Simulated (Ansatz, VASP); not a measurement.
One calculation of Cd3Os, two programs

INCAR

```
PREC = Accurate ; ENCUT = 600
EDIFF = 1E-6 ; ISMEAR = 0
SIGMA = 0.1 ; LREAL = False
LASPH = True ; NELM = 80
ALGO = Fast ; ISIF = 3
LWAVE = False ; LCHARG = False
GGA = PE ; IBRION = 2
NSW = 100 ; EDIFFG = -0.01
```

File KPOINTS:

```
Automatic mesh
0
Gamma
  12 12 12
```

The input POSCAR:

```
Cd3Os
1.0
    4.1913654951      0.0000000000      0.0000000000
    0.0000000000      4.1913654951      0.0000000000
    0.0000000000      0.0000000000      4.1913654951
Cd Os
3 1
Direct
    0.0000000000      0.5000000000      0.5000000000
    0.5000000000      0.0000000000      0.5000000000
    0.5000000000      0.5000000000      0.0000000000
    0.0000000000      0.0000000000      0.0000000000
```

Input for Ansatz:

```yaml
crystal:
  lattice:
    - [4.1913654951, 0.0, 0.0]
    - [0.0, 4.1913654951, 0.0]
    - [0.0, 0.0, 4.1913654951]
  atoms:
    - { symbol: Cd, position: [0.0, 0.5, 0.5] }
    - { symbol: Cd, position: [0.5, 0.0, 0.5] }
    - { symbol: Cd, position: [0.5, 0.5, 0.0] }
    - { symbol: Os, position: [0.0, 0.0, 0.0] }
basis:
  ecutwfc: 420
kpoints:
  mp_grid: { grid: [12, 12, 12] }
hamiltonian:
  xc: pbe
scf:
  occupations: { method: gaussian, width: 0.1 }
output:
  forces: true
  stress: true
  eigenvalues: true
  write_density: true
  write_potential: true
  elf: true
  volumetric_format: npy
relax:
  adjacent_minimum: "off"
  f_tol: 0.01
  max_steps: 80
  cell: { stress_tol: 0.05 }
```

Change from the starting cell: species swapped into the HoPt3 type (Pm-3m, No. 221).

Alike in both runs: task relaxation of cell and atoms; functional PBE; k mesh 12 × 12 × 12; occupations gaussian, width 0.1 eV; no spin polarisation.

|  | VASP | Ansatz |
| --- | --- | --- |
| version | VASP 6.6.1 | Ansatz 0.2.0 |
| potentials or method | VASP PAW PBE potentials, release 64 (Cd, Os) | scalar-relativistic, plane waves, PAW |
| plane-wave cutoff (eV) | 600 | 420 |
| valence electrons in the cell | 44 | 76 |

```tsv
	VASP	Ansatz	Ansatz less VASP
gap on the k mesh at the Fermi level, each at its own relaxed structure (eV)	none	none	-
relaxed volume (Å³/atom)	18.52	18.42	-0.106
relaxed cell length with the largest relative difference (Å)	4.200	4.192	-0.0080
```

A gap of «none» marks a metal or a gap that the smearing closes. The two sets of potentials don't hold the same shells in valence.

Spin-orbit coupling is left out, which matters for the levels of Os.
